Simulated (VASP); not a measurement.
Data:

```
CELL_PARAMETERS angstrom
      2.84983     0.00000     0.00000
      0.00000     2.84983     0.00000
      0.00000     0.00000     2.84983
ATOMIC_POSITIONS crystal
  Al 0.50000 0.50000 0.50000
  Co 0.00000 0.00000 0.00000
```

Level of theory: PBE GGA, VASP's PBE PAW potentials (set 64) (plane waves; VASP). Numerical set-up: 480 eV cut-off, 12×12×12 Γ-centred mesh, first-order Methfessel-Paxton smearing of 0.10 eV, potentials Al Co.

Energy and stress use the plane-wave basis of the starting cell.

### Question
The ions, cell shape and volume at an external pressure of 20.0 GPa are relaxed. Give the cell that the relaxation ends in.

### Answer

```
CELL_PARAMETERS angstrom
      2.76601     0.00000     0.00000
      0.00000     2.76601     0.00000
      0.00000     0.00000     2.76601
ATOMIC_POSITIONS crystal
  Al 0.50000 0.50000 0.50000
  Co 0.00000 0.00000 0.00000
```
Space group Pm-3m (221), at a tolerance of 0.03 Å.

### Question
How do energy and volume change from the first to the last step?

### Answer
The energy (σ→0) changes by +57.8 meV/atom and the volume by -8.6 %, in 4 ionic steps.

| step | E(σ→0) (eV) | max force (eV/Å) | pressure (GPa) | volume (Å³) |
|---|---|---|---|---|
| 1 | -11.9878 | 0.000 | 0.32 | 23.15 |
| 2 | -11.2830 | 0.000 | 60.85 | 18.70 |
| 3 | -11.8779 | 0.000 | 19.34 | 21.21 |
| 4 | -11.8722 | 0.000 | 19.88 | 21.16 |

The compound is CoAl in the CsCl type structure. This run relaxes it under an external pressure of 20 GPa. Symmetry was kept, so distortions that lower it aren't found. The run is not spin-polarised, so no magnetic state was tried.
